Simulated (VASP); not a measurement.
These are PBEsol GGA, VASP's PBE PAW potentials (set 64) (plane waves; VASP 6.6.1) values and carry that method's errors.

The input files of a VASP run:

File POSCAR:
```
RuAl
1
    3.0480060000     0.0000000000     0.0000000000
    0.0000000000     3.0480060000     0.0000000000
    0.0000000000     0.0000000000     3.0480060000
Al Ru
1 1
Direct
  0.5121580000   0.5080440000   0.4962540000
 -0.0121580000  -0.0080440000   0.0037460000
```

### INCAR
```
! general
SYSTEM   =  RuAl
PREC     =  Accurate
ENCUT    =  300
LREAL    =  F
LASPH    =  T

! electronic loop
EDIFF    =  1E-6   ! SCF stop (eV)
NELM     =  100   ! most electronic steps
ALGO     =  Normal
LMAXMIX  =  4   ! l cut-off of mixed one-centre charges

! smearing
ISMEAR   =  0
SIGMA    =  0.1

! functional
GGA      =  PS   ! PBEsol

! ions
ISIF     =  2

! output
LWAVE    =  F
LCHARG   =  F
```

File KPOINTS:
```
Automatic mesh
0
gamma
7 7 7
0 0 0
```

POTCAR, in this order: Al Ru_pv (PBE.64 set). Program: vasp_std.

The run wrote:

File OUTCAR:
```
 ion  position               nearest neighbor table
   1  0.512  0.508  0.496-   2 2.56   2 2.58   2 2.61   2 2.64   2 2.64   2 2.67   2 2.70   2 2.72
  LATTYP: Found a simple cubic cell.
 ALAT       =     3.0480060000
 Subroutine PRICEL returns:
 Original cell was already a primitive cell.
 Subroutine GETGRP returns: Found  1 space group operations
The static configuration has the point symmetry C_1 .
The dynamic configuration has the point symmetry C_1 .
 Subroutine INISYM returns: Found  1 space group operations
 Subroutine IBZKPT returns following result:
 Found    172 irreducible k-points:

 Following reciprocal coordinates:
            Coordinates               Weight
  0.000000  0.000000  0.000000      1.000000
  0.142857  0.000000  0.000000      2.000000
  0.000000  0.142857  0.000000      2.000000
  0.000000  0.000000  0.142857      2.000000
  0.285714  0.000000  0.000000      2.000000
  0.000000  0.285714  0.000000      2.000000
  0.000000  0.000000  0.285714      2.000000
  0.428571  0.000000  0.000000      2.000000
  0.000000  0.428571  0.000000      2.000000
  0.000000  0.000000  0.428571      2.000000
...
```

### OSZICAR
```
       N       E                     dE             d eps       ncg     rms          rms(c)
DAV:   1     0.534830166097E+02    0.53483E+02   -0.71902E+03  4940   0.851E+02
DAV:   2    -0.151509552800E+02   -0.68634E+02   -0.65532E+02  4560   0.245E+02
DAV:   3    -0.161968843464E+02   -0.10459E+01   -0.10230E+01  4884   0.305E+01
DAV:   4    -0.162066052030E+02   -0.97209E-02   -0.97190E-02  4780   0.286E+00
DAV:   5    -0.162068370200E+02   -0.23182E-03   -0.23181E-03  5040   0.376E-01    0.116E+01
DAV:   6    -0.155615537135E+02    0.64528E+00   -0.44677E+00  4396   0.233E+01    0.266E+00
DAV:   7    -0.154431737795E+02    0.11838E+00   -0.46330E-01  4416   0.768E+00    0.194E+00
DAV:   8    -0.154229786698E+02    0.20195E-01   -0.26075E-02  4520   0.153E+00    0.231E-01
DAV:   9    -0.154226144894E+02    0.36418E-03   -0.57470E-04  4880   0.222E-01    0.141E-01
DAV:  10    -0.154225922204E+02    0.22269E-04   -0.60495E-05  4684   0.878E-02    0.134E-02
DAV:  11    -0.154225904047E+02    0.18157E-05   -0.80714E-06  4676   0.342E-02    0.908E-03
DAV:  12    -0.154225903361E+02    0.68598E-07   -0.26271E-07  2344   0.620E-03
   1 F= -.15422590E+02 E0= -.15415906E+02  d E =-.133689E-01
```

**OUTCAR**
```
------------------------ aborting loop because EDIFF is reached ----------------------------------------
  FORCE on cell =-STRESS in cart. coord.  units (eV):
  Direction    XX          YY          ZZ          XY          YZ          ZX
  --------------------------------------------------------------------------------------
  Total       -2.3597127     -2.3257917     -2.3053832      0.0834038     -0.0262310     -0.0391432
  in kB     -133.5125997   -131.5933524   -130.4386403      4.7189875     -1.4841509     -2.2147225
  external PRESSURE =    -131.8481975 kB  Pullay stress =       0.0000000 kB
  volume of cell :       28.32
      direct lattice vectors                 reciprocal lattice vectors
     3.048006000  0.000000000  0.000000000     0.328083344  0.000000000  0.000000000
     0.000000000  3.048006000  0.000000000     0.000000000  0.328083344  0.000000000
     0.000000000  0.000000000  3.048006000     0.000000000  0.000000000  0.328083344
 POSITION                                       TOTAL-FORCE (eV/Angst)
 -----------------------------------------------------------------------------------
      1.56106      1.54852      1.51259        -0.451262     -0.301836      0.141409
      3.01095      3.02349      0.01142         0.451262      0.301836     -0.141409
 -----------------------------------------------------------------------------------
    total drift:                                0.000077     -0.000175      0.000330
  FREE ENERGIE OF THE ION-ELECTRON SYSTEM (eV)
  ---------------------------------------------------
  free  energy   TOTEN  =       -15.4225903361 eV

  energy  without entropy=      -15.4092214589  energy(sigma->0) =      -15.41590590
```
(Selected blocks of OUTCAR.)

At this cut-off the stress carries a Pulay error, which pulls relaxed volumes low.

The structure is a typed RuAl crystal (Pm-3m). The cell was not relaxed at this level, atoms are displaced from their ideal sites. The electron count is odd and the run is not spin-polarised, which forces a metal.
